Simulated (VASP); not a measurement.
VASP runs on Ta$_{2}$As (space group P6_3/mmc) share one base input (PBE GGA, plane waves, VASP's PBE PAW potentials (set 64)) and change the settings named in each case.

### POSCAR
```
Ta2As
1
    4.2440640000     0.0000000000     0.0000000000
   -2.1220320000     3.6754670000     0.0000000000
    0.0000000000     0.0000000000     5.2001440000
As Ta
2 4
Direct
  0.3333330000   0.6666670000   0.2500000000
  0.6666670000   0.3333330000   0.7500000000
  0.0000000000   0.0000000000   0.0000000000
  0.0000000000   0.0000000000   0.5000000000
  0.3333330000   0.6666670000   0.7500000000
  0.6666670000   0.3333330000   0.2500000000
```

KPOINTS:
```
Automatic mesh
0
Gamma
4 4 3
0 0 0
```

**INCAR**
```
SYSTEM  =  Ta2As
GGA  =  PE   # PBE
LREAL  =  F   # projection in real space or not
EDIFF  =  1E-6   # SCF stop (eV)
PREC  =  Accurate
ISIF  =  2
LCHARG  =  F
ENCUT  =  300
ALGO  =  Normal   # blocked Davidson
ISMEAR  =  0
LASPH  =  T   # aspherical one-centre terms
LMAXMIX  =  6   # l cut-off of mixed one-centre charges
LWAVE  =  F
NELM  =  100   # most electronic steps
SIGMA  =  0.1   # width (eV)
```

POTCAR, in this order: As Ta_pv (PBE.64 set). Program: vasp_std.

| change | E(σ→0) (eV/atom) | pressure (GPa) | −TS (eV) |
|---|---|---|---|
| base run | -8.6762 | 71.96 | -0.0175 |
| GGA = PS | -9.5354 | 62.44 | -0.0180 |
| GGA_COMPAT = .FALSE., LNONCOLLINEAR = .TRUE., LSORBIT = .TRUE., MAGMOM = 0.0 0.0 0.0 0.0 0.0 0.0 0.0 0.0 0.0 0.0 0.0 0.0 0.0 0.0 0.0 0.0 0.0 0.0, program vasp_ncl | -9.1735 | 71.48 | -0.0167 |
| KPOINTS 1×1×1 Γ-centred mesh | -8.7453 | 67.10 | -0.1395 |
 Energies of different potentials or functionals have different zeros.  Unless said otherwise, spin-orbit coupling is left out, though it shifts the bands of the heavy elements here. At 300 eV the pressure can carry a Pulay error.

Left out are runs that ran out of time, are held back, or changed the cell or the kind of run, fixed moments of cells without a moment, rows past the twelfth, gaps on odd meshes, pressures of charged cells and columns that move by less than the noise.

The structure was generated: Ta2As was put into an ordered model structure, which need not be its known phase. The cell was not relaxed at this level, its lattice was scaled by up to 2.5 %.
